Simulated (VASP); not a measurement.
Input:

```yaml
crystal:
  lattice:
    - [1.81319, -3.06361, 0.00000]
    - [1.81319, 3.06361, 0.00000]
    - [0.00000, 0.00000, 5.43818]
  atoms:
    - { symbol: Er, position: [0.33333, 0.66667, 0.25000] }
    - { symbol: Er, position: [0.69414, 0.36080, 0.75000] }
```

These are PBE GGA, VASP's PBE PAW potentials (set 64) (plane waves; VASP) values and carry that method's errors. Settings: 400 eV cut-off, 11×11×6 Γ-centred mesh, tetrahedra with Blöchl corrections, potentials Er_3.

The 4f electrons are frozen in the core of the lanthanide potential, so 4f levels, which can set the real gap, and their magnetism are missing. For a metal the tetrahedron method with Blöchl corrections gives inexact stress and forces.

Task: Which forces act on the atoms, in eV/Å?

Result: 
```json
[
 {"atom": "Er1", "Fx": "0.146", "Fy": "0.027", "Fz": "0.000"},
 {"atom": "Er2", "Fx": "-0.146", "Fy": "-0.027", "Fz": "0.000"}
]
```

Task: Give the stress tensor in GPa (positive for a compressed cell).

Result: 
```
-0.30  -0.40   0.00
-0.40   1.38   0.00
 0.00   0.00   2.12
```
The pressure is its mean diagonal, 1.07 GPa.

The compound is Er in the hcp structure. The cell was not relaxed at this level, atoms are displaced from their ideal sites. The run is one of a series of settings (ISMEAR = -5, SIGMA removed against the base run), some of them coarse on purpose.
